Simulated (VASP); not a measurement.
```xyz
2
Lattice="2.4245 0.0000 0.0000 -1.2123 2.0997 0.0000 0.0000 0.0000 3.9084" Properties=species:S:1:pos:R:3 pbc="T T T"
Co     0.0000     1.3998     0.9771
Co     1.2123     0.6999     2.9313
```

Method: LDA (Ceperley-Alder, Perdew-Zunger), VASP's LDA PAW potentials (set 64) (plane waves; VASP 6.6.1). Numerical set-up: 400 eV cut-off, Gaussian smearing of 0.050 eV, potentials Co.

The run has a spin-polarised start.

**Question.** Give the spin-up energies of bands 1 to 12 at the high-symmetry points, in eV from the Fermi level.

**Answer.** 
```csv
band,Γ,M,K,A,L,H
1,-9.40,-5.06,-4.55,-7.02,-5.30,-4.00
2,-5.46,-5.00,-4.10,-7.02,-5.30,-4.00
3,-2.56,-4.72,-4.10,-2.94,-3.89,-3.88
4,-2.55,-2.73,-3.81,-2.94,-3.89,-3.88
5,-2.55,-2.58,-2.85,-2.62,-1.62,-2.98
6,-2.17,-2.46,-2.85,-2.62,-1.62,-2.98
7,-2.17,-2.08,-1.77,-2.62,-0.83,-1.73
8,-1.77,-0.34,-0.61,-2.62,-0.83,-1.73
9,-1.77,-0.21,-0.61,-0.84,-0.23,-0.43
10,-0.48,-0.17,-0.45,-0.84,-0.23,-0.43
11,-0.48,1.70,4.98,-0.84,1.82,6.28
12,-0.05,3.88,5.94,-0.84,1.82,6.28
```

**Question.** Give the spin-down energies of bands 1 to 12 at the high-symmetry points, in eV from the Fermi level.

**Answer.** 
| band | Γ | M | K | A | L | H |
|---|---|---|---|---|---|---|
| 1 | -9.22 | -4.19 | -3.45 | -6.77 | -4.40 | -2.90 |
| 2 | -4.60 | -4.03 | -3.15 | -6.77 | -4.40 | -2.90 |
| 3 | -1.19 | -3.68 | -3.15 | -1.76 | -2.72 | -2.87 |
| 4 | -1.19 | -1.91 | -2.92 | -1.76 | -2.72 | -2.87 |
| 5 | -1.19 | -1.38 | -1.61 | -1.27 | -0.19 | -1.92 |
| 6 | -0.77 | -1.21 | -1.61 | -1.27 | -0.19 | -1.92 |
| 7 | -0.77 | -0.76 | -0.43 | -1.27 | 0.31 | -0.31 |
| 8 | -0.32 | 1.22 | 0.92 | -1.27 | 0.31 | -0.31 |
| 9 | -0.32 | 1.38 | 0.92 | 0.69 | 1.33 | 1.11 |
| 10 | 0.12 | 1.41 | 1.10 | 0.69 | 1.33 | 1.11 |
| 11 | 1.07 | 2.82 | 5.77 | 0.69 | 2.49 | 6.97 |
| 12 | 1.07 | 4.79 | 6.69 | 0.69 | 2.49 | 6.97 |

It has no gap at this level: it comes out as a metal or semimetal.

The structure comes from a computed database's Co entry (P6_3/mmc); how it stands against other phases isn't given here. It was relaxed first, which changed the volume by -7 %.
